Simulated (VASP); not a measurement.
Computed with PBEsol GGA, VASP's PBE PAW potentials (set 64) (plane waves; VASP).

VASP input:

### POSCAR
```
InP
1
   -0.0000000000     2.9388307768     2.9388307768
    2.9388307768    -0.0000000000     2.9388307768
    2.9388307768     2.9388307768    -0.0000000000
In P
1 1
Direct
  0.0000000000   0.0000000000   0.0000000000
  0.2500000000   0.2500000000   0.2500000000
```

File KPOINTS:
```
Automatic mesh
0
Gamma
  9 9 9
```

INCAR:
```
# general
SYSTEM  = InP
PREC    = Accurate
ENCUT   = 520
LREAL   = F
LASPH   = T

# electronic loop
EDIFF   = 1E-7
NELM    = 100
ALGO    = Normal
LMAXMIX = 4

# smearing
ISMEAR  = -5

# functional
GGA     = PS

# ions
ISIF    = 2

# output
LWAVE   = F
LCHARG  = T
LORBIT  = 11
NEDOS   = 601
```

POTCAR, in this order: In_d P (PBE.64 set). Program: vasp_std.

Output

OUTCAR:
```
 ion  position               nearest neighbor table
   1  0.000  0.000  0.000-   2 2.55   2 2.55   2 2.55   2 2.55
   2  0.250  0.250  0.250-   1 2.55   1 2.55   1 2.55   1 2.55
  LATTYP: Found a face centered cubic cell.
 ALAT       =     5.8776615536
 Subroutine PRICEL returns:
 Original cell was already a primitive cell.
 Subroutine GETGRP returns: Found 24 space group operations
The static configuration has the point symmetry T_d .
The dynamic configuration has the point symmetry T_d .
 Subroutine INISYM returns: Found 24 space group operations
 Subroutine IBZKPT returns following result:
 Found     35 irreducible k-points:

 Following reciprocal coordinates:
            Coordinates               Weight
  0.000000  0.000000  0.000000      1.000000
  0.111111  0.000000  0.000000      8.000000
  0.222222  0.000000  0.000000      8.000000
  0.333333  0.000000  0.000000      8.000000
  0.444444  0.000000  0.000000      8.000000
  0.111111  0.111111  0.000000      6.000000
  0.222222  0.111111  0.000000     24.000000
  0.333333  0.111111  0.000000     24.000000
  0.444444  0.111111  0.000000     24.000000
 -0.444444  0.111111  0.000000     24.000000
 -0.333333  0.111111  0.000000     24.000000
 -0.222222  0.111111  0.000000     24.000000
 -0.111111  0.111111  0.000000     12.000000
  0.222222  0.222222  0.000000      6.000000
  0.333333  0.222222  0.000000     24.000000
  0.444444  0.222222  0.000000     24.000000
 -0.444444  0.222222  0.000000     24.000000
 -0.333333  0.222222  0.000000     24.000000
 -0.222222  0.222222  0.000000     12.000000
  0.333333  0.333333  0.000000      6.000000
  0.444444  0.333333  0.000000     24.000000
 -0.444444  0.333333  0.000000     24.000000
 -0.333333  0.333333  0.000000     12.000000
  0.444444  0.444444  0.000000      6.000000
...
```

OSZICAR:
```
       N       E                     dE             d eps       ncg     rms          rms(c)
DAV:   1     0.110561510438E+03    0.11056E+03   -0.84429E+03   920   0.151E+03
DAV:   2    -0.144480236642E+01   -0.11201E+03   -0.10921E+03   955   0.331E+02
DAV:   3    -0.931901408910E+01   -0.78742E+01   -0.78068E+01  1180   0.896E+01
DAV:   4    -0.954753703676E+01   -0.22852E+00   -0.22826E+00  1103   0.168E+01
DAV:   5    -0.955767057758E+01   -0.10134E-01   -0.10133E-01  1346   0.311E+00    0.540E+00
DAV:   6    -0.919175966142E+01    0.36591E+00   -0.69248E-01  1367   0.163E+01    0.322E+00
DAV:   7    -0.915865950631E+01    0.33100E-01   -0.16874E-01  1215   0.410E+00    0.110E+00
DAV:   8    -0.915589240094E+01    0.27671E-02   -0.15413E-02  1198   0.177E+00    0.361E-01
DAV:   9    -0.915608518868E+01   -0.19279E-03   -0.17638E-03  1136   0.643E-01    0.177E-01
DAV:  10    -0.915609862626E+01   -0.13438E-04   -0.17369E-04  1211   0.112E-01    0.118E-01
DAV:  11    -0.915611864387E+01   -0.20018E-04   -0.23580E-05  1021   0.499E-02    0.237E-02
DAV:  12    -0.915611989695E+01   -0.12531E-05   -0.14922E-05  1173   0.824E-02    0.165E-02
DAV:  13    -0.915611991760E+01   -0.20651E-07   -0.10335E-06  1039   0.104E-02    0.136E-02
DAV:  14    -0.915611999038E+01   -0.72778E-07   -0.37787E-07  1070   0.723E-03
   1 F= -.91561200E+01 E0= -.91561200E+01  d E =0.000000E+00
```

**OUTCAR**
```
------------------------ aborting loop because EDIFF is reached ----------------------------------------
  FORCE on cell =-STRESS in cart. coord.  units (eV):
  Direction    XX          YY          ZZ          XY          YZ          ZX
  --------------------------------------------------------------------------------------
  Total        0.0023075      0.0023075      0.0023075     -0.0000000      0.0000000      0.0000000
  in kB        0.0728284      0.0728284      0.0728284     -0.0000000      0.0000000      0.0000000
  external PRESSURE =       0.0728284 kB  Pullay stress =       0.0000000 kB
  volume of cell :       50.76
      direct lattice vectors                 reciprocal lattice vectors
     0.000000000  2.938830777  2.938830777    -0.170135689  0.170135689  0.170135689
     2.938830777  0.000000000  2.938830777     0.170135689 -0.170135689  0.170135689
     2.938830777  2.938830777  0.000000000     0.170135689  0.170135689 -0.170135689
  FREE ENERGIE OF THE ION-ELECTRON SYSTEM (eV)
  ---------------------------------------------------
  free  energy   TOTEN  =        -9.1561199904 eV

  energy  without entropy=       -9.1561199904  energy(sigma->0) =       -9.15611999

 total charge

# of ion       s       p       d       tot
------------------------------------------
    1        0.829   0.766   9.899  11.495
    2        1.029   1.473   0.000   2.502
--------------------------------------------------
tot          1.858   2.239   9.899  13.997
```
(Selected blocks of OUTCAR.)

The compound is InP in the zinc blende structure. It was relaxed first.
